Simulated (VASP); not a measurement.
The input files of a VASP run:

### POSCAR
```
PtAs2
1.0
  6.0297000000   0.0000000000   0.0000000000
  0.0000000000   6.0297000000   0.0000000000
  0.0000000000   0.0000000000   6.0297000000
As Pt
8 4
Cart
  3.7203249000   5.3242251000   0.7054749000
  0.7054749000   3.7203249000   5.3242251000
  3.7203249000   3.7203249000   3.7203249000
  2.3093751000   2.3093751000   2.3093751000
  5.3242251000   0.7054749000   3.7203249000
  5.3242251000   2.3093751000   0.7054749000
  0.7054749000   5.3242251000   2.3093751000
  2.3093751000   0.7054749000   5.3242251000
  0.0000000000   3.0148500000   3.0148500000
  3.0148500000   0.0000000000   3.0148500000
  0.0000000000   0.0000000000   0.0000000000
  3.0148500000   3.0148500000   0.0000000000
```

### KPOINTS
```
Automatic mesh
0
Gamma
3 3 3
0 0 0
```

**INCAR**
```
SIGMA = 0.02   ! width (eV)
EDIFF = 1E-6   ! SCF stop (eV)
NELM = 100   ! most electronic steps
LMAXMIX = 6
ISIF = 2
LCHARG = .FALSE.
ALGO = Normal   ! blocked Davidson
PREC = Accurate
ENCUT = 300
SYSTEM = PtAs2
LWAVE = .FALSE.
GGA = PE   ! PBE
LREAL = .FALSE.   ! projection in real space or not
ISMEAR = 0   ! Gaussian
LASPH = .TRUE.
```

POTCAR, in this order: As Pt (PBE.64 set). Program: vasp_std.

Problem. Write an equivalent input for Quantum ESPRESSO's pw.x.

Solution. One equivalent input (not run):
```
&CONTROL
  calculation = 'scf'
  pseudo_dir = './pseudo'
  outdir = './out'
  tprnfor = .true.
  tstress = .true.
/
&SYSTEM
  ibrav = 0
  nat = 12
  ntyp = 2
  ecutwfc = 84
  occupations = 'smearing'
  smearing = 'gaussian'
  degauss = 0.00147
  input_dft = 'pbe'
/
&ELECTRONS
  conv_thr = 7.3e-08
  electron_maxstep = 100
/
ATOMIC_SPECIES
  As 74.922 As.upf
  Pt 195.084 Pt.upf
CELL_PARAMETERS angstrom
     6.0297000    0.0000000    0.0000000
     0.0000000    6.0297000    0.0000000
     0.0000000    0.0000000    6.0297000
ATOMIC_POSITIONS crystal
  As   0.6170000  0.8830000  0.1170000
  As   0.1170000  0.6170000  0.8830000
  As   0.6170000  0.6170000  0.6170000
  As   0.3830000  0.3830000  0.3830000
  As   0.8830000  0.1170000  0.6170000
  As   0.8830000  0.3830000  0.1170000
  As   0.1170000  0.8830000  0.3830000
  As   0.3830000  0.1170000  0.8830000
  Pt   0.0000000  0.5000000  0.5000000
  Pt   0.5000000  0.0000000  0.5000000
  Pt   0.0000000  0.0000000  0.0000000
  Pt   0.5000000  0.5000000  0.0000000
K_POINTS automatic
  3 3 3 0 0 0
```
Limits of the translation: the potentials are each code's own (VASP's PAW set, PseudoDojo norm-conserving files in pw.x), so ENCUT and ecutwfc are chosen apart and not converted; conv_thr bounds pw.x's estimated SCF error, while EDIFF bounds the energy change between steps.

The structure is a typed PtAs2 crystal. The cell was not relaxed at this level. The run is one of a series of settings (GGA = PE, POTCAR As Pt (PBE.64 set) against the base run), some of them coarse on purpose.
